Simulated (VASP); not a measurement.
MgCd2Te3, 6 atoms in the cell. Symmetry: Cmmm, No. 65, orthorhombic system. Conventional cell: a = 8.263 Å, b = 8.947 Å, c = 4.635 Å, α = 90.00°, β = 90.00°, γ = 90.00°. Mg (site symmetry mmm) has 2 Te at 2.32 Å and 2 Cd at 2.32 Å as nearest neighbours. Around Cd (site symmetry 2mm) lie 1 Mg at 2.32 Å. Te (site symmetry mmm) has 2 Mg at 2.32 Å as nearest neighbours. Te (site symmetry 2/m) has 2 Te at 3.04 Å and 4 Cd at 3.23 Å as nearest neighbours. The cell was built by a generator and needn't be a form met in nature.

| Item | Value |
| --- | --- |
| Program | VASP 6.6.1 |
| Task | relaxation of cell and atoms |
| Functional | PBE |
| Potentials or basis | VASP PAW PBE potentials, release 64 (Mg, Cd, Te) |
| Cutoff | 520 eV |
| k mesh | 3 × 3 × 3 |
| Occupations | gaussian, width 0.15 eV |
| Spin | no spin polarisation |
| Further INCAR settings | PREC = Normal; ALGO = Fast; EDIFF = 0.0001; IBRION = 2; EDIFFG = -0.08; NSW = 24; ISIF = 3 |

Potentials or basis: VASP PAW PBE potentials, release 64 (Mg, Cd, Te).

The run is started by

```console
$ cat potpaw_PBE.64/Mg/POTCAR potpaw_PBE.64/Cd/POTCAR potpaw_PBE.64/Te/POTCAR > POTCAR
$ mpirun -np 1 vasp_std > vasp.out
```

Hardware: 1 thread of Intel(R) Xeon(R) 6975P-C (Granite Rapids), on a shared host.

**Question.** Estimate the wall time of this run.

**Answer.** Wall time 84 s on 1 thread of Intel(R) Xeon(R) 6975P-C (Granite Rapids), on a shared host, peak memory 0.21 GiB. Counts: scf iterations 62, k points 8, ion steps 8.
